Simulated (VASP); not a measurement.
Input of a VASP 6.6.1 run:

The input POSCAR:

```
ScInTeSe
1.0
    4.0643600000      0.0000000000      0.0000000000
   -2.0321800000      3.5198390000      0.0000000000
    0.0000000000      0.0000000000     15.8537300000
Sc In Te Se
2 2 2 2
Direct
    0.0000000000      0.0000000000      0.2637020000
    0.0000000000      0.0000000000      0.7362980000
    0.3333330000      0.6666670000      0.5000000000
    0.6666670000      0.3333330000      0.0000000000
    0.3333330000      0.6666670000      0.1519350000
    0.3333330000      0.6666670000      0.8480650000
    0.6666670000      0.3333330000      0.3549970000
    0.6666670000      0.3333330000      0.6450030000
```

INCAR.step1

```
SYSTEM = ScInTeSe
PREC = Accurate ; ENCUT = 520
EDIFF = 1E-8 ; ISMEAR = 0
SIGMA = 0.1 ; LREAL = .False.
LASPH = .True. ; NELM = 60
ALGO = Fast ; ISIF = 3
LWAVE = .False. ; LCHARG = .False.
GGA = PE ; KPAR = 8
IBRION = 2 ; NSW = 40
EDIFFG = -0.002
```

The input INCAR.step2:

```
SYSTEM = ScInTeSe
PREC = Accurate ; ENCUT = 520
EDIFF = 1E-8 ; ISMEAR = 0
SIGMA = 0.1 ; LREAL = .False.
LASPH = .True. ; NELM = 60
ALGO = Fast ; ISIF = 3
LWAVE = .False. ; LCHARG = .False.
GGA = PE ; KPAR = 8
IBRION = 6 ; NFREE = 2
POTIM = 0.015 ; NSW = 1
```

File KPOINTS:

```
Automatic mesh
0
Gamma
  6 6 2
  0 0 0
```

Potentials or basis: VASP PAW PBE potentials, release 64 (Sc_sv, In_d, Te, Se).

Run with:

```sh
$ cat potpaw_PBE.64/Sc_sv/POTCAR potpaw_PBE.64/In_d/POTCAR potpaw_PBE.64/Te/POTCAR potpaw_PBE.64/Se/POTCAR > POTCAR
$ cp INCAR.step1 INCAR
$ mpirun -np 8 vasp_std > vasp.out
$ cp CONTCAR POSCAR
$ cp INCAR.step2 INCAR
$ mpirun -np 8 vasp_std > vasp.out
```

Q: What does it give for the Voigt bulk modulus?

A: 37 GPa.

Q: Estimate the highest phonon frequency at Γ, LO-TO splitting left out.

A: 254 cm⁻¹.

Elastic tensor in Voigt notation (GPa, in the Cartesian axes of the cell as first typed):
```
65 21 23  0  0  0
21 65 23  0  0  0
23 23 71  0  0  0
 0  0  0 22  0  0
 0  0  0  0 22  0
 0  0  0  0  0 22
```

The run has no spin-orbit coupling, so splittings on Te are missing.
